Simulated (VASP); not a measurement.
# Sb2Te4O (C2/m) in VASP: density of states with PBE

Aim: the density of states of Sb2Te4O with PBE.

All numbers are computed with VASP 6.6.1; they aren't measurements. Logs are shortened: lines on timing, memory, paths and dates and some standing lists are left out, and cuts for length are marked.

**1. The structure**

Symmetry: C2/m, No. 12, monoclinic system. The conventional cell has a = 9.006 Å, b = 4.179 Å, c = 13.385 Å, α = 90.00°, β = 107.73°, γ = 90.00°. Around Sb (site symmetry m) lie 1 O at 1.98 Å. Te (site symmetry m) is surrounded by 2 Sb at 2.88 Å. Te (site symmetry m) has 2 Te at 2.85 Å as nearest neighbours. Around O (site symmetry 2/m) lie 2 Sb at 1.98 Å.

The cell was built by a generator and needn't be a form met in nature.

**2. Density of states, PBE**

File POSCAR:

```
Sb2Te4O
1.0
    4.5030770000     -2.0895100000      0.0000000000
    4.5030770000      2.0895100000      0.0000000000
   -4.0770480000      0.0000000000     12.7489980000
Sb Te O
2 4 1
Direct
    0.8687340000      0.8687340000      0.0944610000
    0.1312660000      0.1312660000      0.9055390000
    0.5180190000      0.5180190000      0.2384530000
    0.4819810000      0.4819810000      0.7615470000
    0.7391580000      0.7391580000      0.5696420000
    0.2608420000      0.2608420000      0.4303580000
    0.0000000000      0.0000000000      0.0000000000
```

File INCAR.step1:

```
ALGO = Normal
EDIFF = 1E-7
ENCUT = 520
GGA = PE
ISIF = 2
ISMEAR = 0
KPAR = 4
LASPH = True
LCHARG = True
LREAL = False
LWAVE = False
NBANDS = 29
NELM = 60
PREC = Accurate
SIGMA = 0.1
```

File KPOINTS.step1:

```
k-points
0
Gamma
  8 8 4
```

File INCAR.step2:

```
ALGO = Normal
EDIFF = 1E-7
ENCUT = 520
GGA = PE
ICHARG = 11
ISIF = 2
ISMEAR = -5
KPAR = 4
LASPH = True
LCHARG = False
LORBIT = 10
LREAL = False
LWAVE = False
NBANDS = 29
NEDOS = 2001
NELM = 60
PREC = Accurate
SIGMA = 0.1
```

File KPOINTS.step2:

```
k-points
0
Gamma
  12 12 6
```

Potentials or basis: VASP PAW PBE potentials, release 64 (Sb, Te, O).

Started as:

```
cat potpaw_PBE.64/Sb/POTCAR potpaw_PBE.64/Te/POTCAR potpaw_PBE.64/O/POTCAR > POTCAR
cp INCAR.step1 INCAR
cp KPOINTS.step1 KPOINTS
mpirun -np 4 vasp_std > vasp.out
cp INCAR.step2 INCAR
cp KPOINTS.step2 KPOINTS
mpirun -np 4 vasp_std > vasp.out
```

OUTCAR:

```text
EDIFF = 1E-7
   ENCUT = 520
   GGA = PE
   ICHARG = 11
   ISIF = 2
   ISMEAR = -5
   LASPH = True
   LORBIT = 10
   LREAL = False
   NELM = 60
   PREC = Accurate

 ion  position               nearest neighbor table
   1  0.869  0.869  0.094-   7 1.98   3 2.88   3 2.88   2 3.47   2 3.47
   2  0.131  0.131  0.906-   7 1.98   4 2.88   4 2.88   1 3.47   1 3.47
   3  0.518  0.518  0.238-   1 2.88   1 2.88   6 3.51   6 3.51
   4  0.482  0.482  0.762-   2 2.88   2 2.88   5 3.51   5 3.51
   5  0.739  0.739  0.570-   6 2.85   6 2.85   4 3.51   4 3.51
   6  0.261  0.261  0.430-   5 2.85   5 2.85   3 3.51   3 3.51
   7  0.000  0.000  0.000-   1 1.98   2 1.98

  LATTYP: Found a base centered monoclinic cell.
 ALAT       =     9.0061540000
 B/A-ratio  =     0.4640182702
 C/A-ratio  =     1.4862103236
 COS(beta)  =    -0.3045973930

  Lattice vectors:

 A1 = (   4.5030770000,  -2.0895100000,   0.0000000000)
 A2 = (   4.5030770000,   2.0895100000,   0.0000000000)
 A3 = (  -4.0770480000,   0.0000000000,  12.7489980000)

Analysis of symmetry for initial positions (statically):
=====================================================================
 Subroutine PRICEL returns:
 Original cell was already a primitive cell.

 Routine SETGRP: Setting up the symmetry group for a
 base centered monoclinic supercell.

 Subroutine GETGRP returns: Found  4 space group operations
 (whereof  4 operations were pure point group operations)
 out of a pool of  4 trial point group operations.

The static configuration has the point symmetry C_2h.

Analysis of symmetry for dynamics (positions and initial velocities):
=====================================================================
 Subroutine PRICEL returns:
 Original cell was already a primitive cell.

 Routine SETGRP: Setting up the symmetry group for a
 base centered monoclinic supercell.

 Subroutine GETGRP returns: Found  4 space group operations
 (whereof  4 operations were pure point group operations)
 out of a pool of  4 trial point group operations.

The dynamic configuration has the point symmetry C_2h.

 Subroutine INISYM returns: Found  4 space group operations
 (whereof  4 operations are pure point group operations),
 and found     1 'primitive' translations

----------------------------------------------------------------------------------------

                                     Primitive cell

  volume of cell :     239.9164

  direct lattice vectors                    reciprocal lattice vectors
     4.503077000 -2.089510000  0.000000000     0.111035188 -0.239290551  0.035508343
     4.503077000  2.089510000  0.000000000     0.111035188  0.239290551  0.035508343
    -4.077048000  0.000000000 12.748998000     0.000000000  0.000000000  0.078437537

  length of vectors
     4.964247628  4.964247628 13.385039051     0.266175925  0.266175925  0.078437537

  position of ions in fractional coordinates (direct lattice)
     0.868734000  0.868734000  0.094461000
     0.131266000  0.131266000  0.905539000
     0.518019000  0.518019000  0.238453000
     0.481981000  0.481981000  0.761547000
     0.739158000  0.739158000  0.569642000
     0.260842000  0.260842000  0.430358000
     0.000000000  0.000000000  0.000000000

  ion indices of the primitive-cell ions
   primitive index   ion index
                 1           1
                 2           2
                 3           3
                 4           4
                 5           5
                 6           6
                 7           7

----------------------------------------------------------------------------------------

 KPOINTS: k-points

Automatic generation of k-mesh.
 Grid dimensions read from file:
 generate k-points for:   12   12    6

 Generating k-lattice:

  Cartesian coordinates                     Fractional coordinates (reciprocal lattice)
     0.009252932 -0.019940879  0.002959029     0.083333333  0.000000000  0.000000000
     0.009252932  0.019940879  0.002959029     0.000000000  0.083333333  0.000000000
     0.000000000  0.000000000  0.013072923     0.000000000  0.000000000  0.166666667

  Length of vectors
     0.022181327  0.022181327  0.013072923

  Shift w.r.t. Gamma in fractional coordinates (k-lattice)
     0.000000000  0.000000000  0.000000000

 TETIRR: Found   1296 inequivalent tetrahedra from     5184

 Subroutine IBZKPT returns following result:
 ===========================================

 Found    242 irreducible k-points:

 Following reciprocal coordinates:
            Coordinates               Weight
  0.000000  0.000000  0.000000      1.000000
  0.083333  0.000000 -0.000000      4.000000
  0.166667  0.000000  0.000000      4.000000
  0.250000  0.000000  0.000000      4.000000
  0.333333 -0.000000  0.000000      4.000000
  0.416667  0.000000  0.000000      4.000000
[... 16 lines left out ...]
  0.500000  0.166667  0.000000      4.000000
 -0.416667  0.166667  0.000000      4.000000
 [... further k-points ...]
   k-points           NKPTS =    242   k-points in BZ     NKDIM =    242   number of bands    NBANDS=     29
   number of dos      NEDOS =   2001   number of ions     NIONS =      7
   total plane-waves  NPLWV = 160000
   dimension x,y,z NGX =    40 NGY =   40 NGZ =  100
   dimension x,y,z NGXF=    80 NGYF=   80 NGZF=  200
   ions per type =               2   4   1
   NGX,Y,Z   is equivalent  to a cutoff of  13.40, 13.40, 12.42 a.u.
   NGXF,Y,Z  is equivalent  to a cutoff of  26.79, 26.79, 24.84 a.u.
 SYSTEM =  unknown system
   PREC   = accura    normal or accurate (medium, high low for compatibility)
   ISTART =      0    job   : 0-new  1-cont  2-samecut
   ICHARG =     11    charge: 1-file 2-atom 10-const
   ISPIN  =      1    spin polarized calculation?
   LNONCOLLINEAR =      F non collinear calculations
   LSORBIT =      F    spin-orbit coupling
   LASPH  =      T    aspherical Exc in radial PAW
   ENCUT  =  520.0 eV  38.22 Ry    6.18 a.u.   9.23  9.23 24.89*2*pi/ulx,y,z
   NELM   =     60;   NELMIN=  2; NELMDL=  0     # of ELM steps
   EDIFF  = 0.1E-06   stopping-criterion for ELM
   LREAL  =      F    real-space projection
   EDIFFG = 0.1E-05   stopping-criterion for IOM
   NSW    =      0    number of steps for IOM
   IBRION =     -1    ionic relax: 0-MD 1-quasi-New 2-CG
   NFREE  =      0    steps in history (QN), initial steepest desc. (CG)
   ISIF   =      2    stress and relaxation
   ISYM   =      2    0-nonsym 1-usesym 2-fastsym
   POTIM  = 0.5000    time-step for ionic-motion
   TEBEG  =    0.0;   TEEND  =   0.0 temperature during run
   PSTRESS=    0.0 pullay stress
   NELECT =      40.0000    total number of electrons
   NUPDOWN=      -1.0000    fix difference up-down
   EMIN   =  10.00;   EMAX   =-10.00  energy-range for DOS
   EFERMI =   0.00;   METHOD = LEGACY
   ISMEAR =    -5;   SIGMA  =   0.10  broadening in eV -4-tet -1-fermi 0-gaus
   EFERMI_NEDOS =   21; number of points for ismear=-14 and -15
   IALGO  =     38    algorithm
   IMIX   =      4    mixing-type and parameters
     AMIX     =   0.40;   BMIX     =  1.00
     AMIX_MAG =   1.60;   BMIX_MAG =  1.00
  volume/ion in A,a.u.               =      34.27       231.29
  Fermi-wavevector in a.u.,A,eV,Ry     =   0.901035  1.702709 11.046075  0.811864
  Thomas-Fermi vector in A             =   2.024066
   LORBIT       =     10    0 simple, 1 ext, 2 COOP (PROOUT), +10 PAW based schemes
   GGA     = PE    functional components
   LHFCALC =     F    Hartree Fock is set to
   AEXX    =    0.0000 exact exchange contribution
   IVDW    =     0    specifies the selected vdW correction
   LEPSILON=     F    determine dielectric tensor
   LRPA    =     F    only Hartree local field effects (RPA)
 non-spin polarized calculation
 Fermi weights with tetrahedron method with Bloechl corrections
  energy-cutoff  :      520.00
  volume of cell :      239.92
 maximum number of plane-waves:      6482
 NGX is ok and might be reduce to    40

 number of electron      40.0000003 magnetization

 Free energy of the ion-electron system (eV)
  ---------------------------------------------------
  ext. energy  EPLUGINS =         0.00000000
  ---------------------------------------------------
  free energy    TOTEN  =       -27.06075066 eV

  energy without entropy =      -27.06075066  energy(sigma->0) =      -27.06075066

 E-fermi :   4.7368     XC(G=0):  -8.4295

 val. band max:        4.7733151275   @ k =   0.5000   0.4167   0.1667
 cond. band min:       4.6956972317   @ k =  -0.0833  -0.0000   0.3333
 fundamental gap:     -0.0776178958
 Fermi energy:         4.7368035967

 k-point     1 :       0.0000    0.0000    0.0000
  band No.  band energies     occupation
      1     -14.4914      2.00000
      2      -8.5502      2.00000
      3      -7.6887      2.00000
      4      -7.2412      2.00000
      5      -5.2342      2.00000
      6      -4.2230      2.00000
[... 21 lines left out ...]
     28       7.7957      0.00000
     29       9.1572      0.00000

 k-point     2 :       0.0833    0.0000   -0.0000
  band No.  band energies     occupation
      1     -14.4875      2.00000
      2      -8.4952      2.00000
      3      -7.6421      2.00000
      4      -7.1945      2.00000
      5      -5.2566      2.00000
      6      -4.3133      2.00000
[... 21 lines left out ...]
     28       7.9123      0.00000
     29       9.2116      0.00000

 k-point     3 :       0.1667    0.0000    0.0000
  band No.  band energies     occupation
      1     -14.4769      2.00000
      2      -8.3315      2.00000
      3      -7.5041      2.00000
      4      -7.0584      2.00000
      5      -5.3297      2.00000
      6      -4.5663      2.00000
[... 21 lines left out ...]
     28       8.2517      0.00000
     29       9.1061      0.00000

 k-point     4 :       0.2500    0.0000    0.0000
  band No.  band energies     occupation
      1     -14.4623      2.00000
      2      -8.0634      2.00000
      3      -7.2808      2.00000
      4      -6.8475      2.00000
      5      -5.4775      2.00000
      6      -4.9425      2.00000
[... 21 lines left out ...]
     28       8.4864      0.00000
     29       9.0882      0.00000

 k-point     5 :       0.3333   -0.0000    0.0000
  band No.  band energies     occupation
      1     -14.4478      2.00000
      2      -7.6992      2.00000
      3      -6.9839      2.00000
      4      -6.5956      2.00000
      5      -5.7558      2.00000
      6      -5.3650      2.00000
[... 21 lines left out ...]
     28       8.4722      0.00000
     29       9.2971      0.00000
[... 510 lines left out ...]
     28       8.4834      0.00000
     29       9.3641      0.00000

 k-point    22 :       0.4167    0.1667    0.0000
  band No.  band energies     occupation
      1     -14.4437      2.00000
      2      -7.9682      2.00000
      3      -7.2811      2.00000
      4      -6.7887      2.00000
      5      -5.5339      2.00000
      6      -5.1528      2.00000
[... 21 lines left out ...]
     28       8.4926      0.00000
     29       9.6494      0.00000

 k-point    23 :       0.5000    0.1667    0.0000
  band No.  band energies     occupation
      1     -14.4341      2.00000
      2      -7.5993      2.00000
      3      -6.9731      2.00000
      4      -6.5588      2.00000
      5      -5.8170      2.00000
      6      -5.4989      2.00000
[... 21 lines left out ...]
     28       8.4885      0.00000
     29       9.5176      0.00000

 k-point    24 :      -0.4167    0.1667    0.0000
  band No.  band energies     occupation
      1     -14.4303      2.00000
      2      -7.1552      2.00000
      3      -6.6137      2.00000
      4      -6.4010      2.00000
      5      -6.2495      2.00000
      6      -5.8059      2.00000
[... 21 lines left out ...]
     28       8.5976      0.00000
     29       9.4575      0.00000

 [... further k-points ...]

------------------------ aborting loop because EDIFF is reached ----------------------------------------

  FORCE on cell =-STRESS in cart. coord.  units (eV):
  Direction    XX          YY          ZZ          XY          YZ          ZX
  --------------------------------------------------------------------------------------
  -------------------------------------------------------------------------------------
  Total       -0.0332741      0.1479385      0.1475130      0.0000000      0.0000000     -0.0605808
  in kB       -0.2222065      0.9879433      0.9851012      0.0000000      0.0000000     -0.4045629
  external PRESSURE =       0.5836127 kB  Pullay stress =       0.0000000 kB

 VOLUME and BASIS-vectors are now :
 -----------------------------------------------------------------------------
  energy-cutoff  :      520.00
  volume of cell :      239.92
      direct lattice vectors                 reciprocal lattice vectors
     4.503077000 -2.089510000  0.000000000     0.111035188 -0.239290551  0.035508343
     4.503077000  2.089510000  0.000000000     0.111035188  0.239290551  0.035508343
    -4.077048000  0.000000000 12.748998000     0.000000000  0.000000000  0.078437537

 POSITION                                       TOTAL-FORCE (eV/Angst)
 -----------------------------------------------------------------------------------
      7.43883      0.00000      1.20428         0.014241      0.000000      0.010806
     -2.50972      0.00000     11.54471        -0.014241      0.000000     -0.010806
      3.69317      0.00000      3.04004        -0.012375      0.000000     -0.004035
      1.23593      0.00000      9.70896         0.012375      0.000000      0.004035
      4.33451      0.00000      7.26236        -0.008551      0.000000      0.016654
      0.59459      0.00000      5.48663         0.008551      0.000000     -0.016654
      0.00000      0.00000      0.00000        -0.000000      0.000000      0.000000
 -----------------------------------------------------------------------------------
    total drift:                                0.000000     -0.000000     -0.000000

  FREE ENERGIE OF THE ION-ELECTRON SYSTEM (eV)
  ---------------------------------------------------
  free  energy   TOTEN  =       -27.0607506593 eV

  energy  without entropy=      -27.0607506593  energy(sigma->0) =      -27.06075066

 total charge

# of ion       s       p       d       tot
------------------------------------------
    1        1.227   1.015   0.071   2.314
    2        1.227   1.015   0.071   2.314
    3        1.406   1.903   0.028   3.338
    4        1.406   1.903   0.028   3.338
    5        1.424   1.823   0.035   3.282
    6        1.424   1.823   0.035   3.282
    7        1.567   3.459   0.000   5.025
--------------------------------------------------
tot          9.683  12.941   0.269  22.892
```

Wall time 5.1 min (4 MPI ranks of Intel Xeon 6975P-C (Granite Rapids), shared host); peak memory 1.5 GiB.

What came out:

- Valence electrons inside the program's atomic spheres: Sb 2.31; Te 3.34, 3.28; O 5.03

Levels at points of the mesh, in eV from the Fermi level:
| k point | band 17 | band 18 | band 19 | band 20 | band 21 | band 22 | band 23 | band 24 |
| --- | --- | --- | --- | --- | --- | --- | --- | --- |
| (0.00, 0.00, 0.00) | -1.73 | -1.50 | -1.13 | -0.75 | 0.43 | 0.58 | 0.79 | 0.99 |
| (0.50, 0.00, 0.00) | -1.78 | -1.77 | -1.40 | -1.25 | 0.88 | 0.96 | 1.13 | 1.36 |
| (0.50, 0.50, 0.00) | -1.93 | -1.56 | -1.35 | -0.10 | 0.36 | 0.69 | 1.22 | 1.40 |
| (0.00, 0.00, 0.50) | -1.64 | -1.52 | -1.24 | -0.54 | -0.11 | 0.42 | 0.95 | 1.45 |
| (0.50, 0.00, 0.50) | -1.92 | -1.46 | -1.43 | -1.05 | 0.00 | 0.47 | 1.10 | 1.82 |
| (0.50, 0.50, 0.50) | -2.10 | -1.43 | -1.35 | -0.24 | 0.21 | 0.63 | 1.01 | 1.78 |

States per cell in windows of 0.5 eV (zero at the Fermi level; states under -8 eV left out):
| from (eV) | total | O7_p | Te5_p | Te6_p | Te3_p | Te4_p | Sb1_p |
| --- | --- | --- | --- | --- | --- | --- | --- |
| -8.0 | 0.49 | 0.01 | 0.00 | 0.00 | 0.01 | 0.01 | 0.00 |
| -7.5 | 0.04 | 0.00 | 0.00 | 0.00 | 0.00 | 0.00 | 0.00 |
| -7.0 | 0.00 | 0.00 | 0.00 | 0.00 | 0.00 | 0.00 | 0.00 |
| -6.5 | 0.00 | 0.00 | 0.00 | 0.00 | 0.00 | 0.00 | 0.00 |
| -6.0 | 1.04 | 0.27 | 0.01 | 0.01 | 0.04 | 0.04 | 0.09 |
| -5.5 | 2.24 | 0.43 | 0.08 | 0.08 | 0.08 | 0.08 | 0.15 |
| -5.0 | 2.10 | 0.31 | 0.15 | 0.15 | 0.08 | 0.08 | 0.10 |
| -4.5 | 2.41 | 0.45 | 0.19 | 0.19 | 0.07 | 0.07 | 0.09 |
| -4.0 | 3.09 | 0.47 | 0.31 | 0.31 | 0.12 | 0.12 | 0.07 |
| -3.5 | 2.25 | 0.23 | 0.18 | 0.18 | 0.15 | 0.15 | 0.07 |
| -3.0 | 2.68 | 0.29 | 0.13 | 0.13 | 0.25 | 0.25 | 0.10 |
| -2.5 | 2.39 | 0.23 | 0.11 | 0.11 | 0.24 | 0.24 | 0.07 |
| -2.0 | 3.47 | 0.25 | 0.17 | 0.17 | 0.43 | 0.43 | 0.08 |
| -1.5 | 2.62 | 0.12 | 0.17 | 0.17 | 0.33 | 0.33 | 0.06 |
| -1.0 | 0.80 | 0.02 | 0.13 | 0.13 | 0.03 | 0.03 | 0.02 |
| -0.5 | 0.80 | 0.02 | 0.13 | 0.13 | 0.02 | 0.02 | 0.03 |
| 0.0 | 1.76 | 0.03 | 0.22 | 0.22 | 0.06 | 0.06 | 0.08 |
| 0.5 | 2.21 | 0.03 | 0.28 | 0.28 | 0.09 | 0.09 | 0.10 |
| 1.0 | 2.46 | 0.02 | 0.15 | 0.15 | 0.17 | 0.17 | 0.19 |
| 1.5 | 3.08 | 0.05 | 0.21 | 0.21 | 0.23 | 0.23 | 0.22 |
| 2.0 | 1.05 | 0.02 | 0.07 | 0.07 | 0.07 | 0.07 | 0.08 |
| 2.5 | 1.43 | 0.06 | 0.03 | 0.03 | 0.09 | 0.09 | 0.18 |
| 3.0 | 1.86 | 0.10 | 0.03 | 0.03 | 0.10 | 0.10 | 0.20 |
| 3.5 | 1.81 | 0.13 | 0.03 | 0.03 | 0.08 | 0.08 | 0.16 |
| 4.0 | 0.95 | 0.06 | 0.01 | 0.01 | 0.02 | 0.02 | 0.03 |
| 4.5 | 1.28 | 0.03 | 0.03 | 0.03 | 0.02 | 0.02 | 0.03 |
| 5.0 | 0.09 | 0.00 | 0.00 | 0.00 | 0.00 | 0.00 | 0.00 |
| 5.5 | 0.00 | 0.00 | 0.00 | 0.00 | 0.00 | 0.00 | 0.00 |

Caveat: tetrahedron occupations give inexact forces and stress in metals. The run has no spin-orbit coupling, so splittings on Sb, Te are missing.
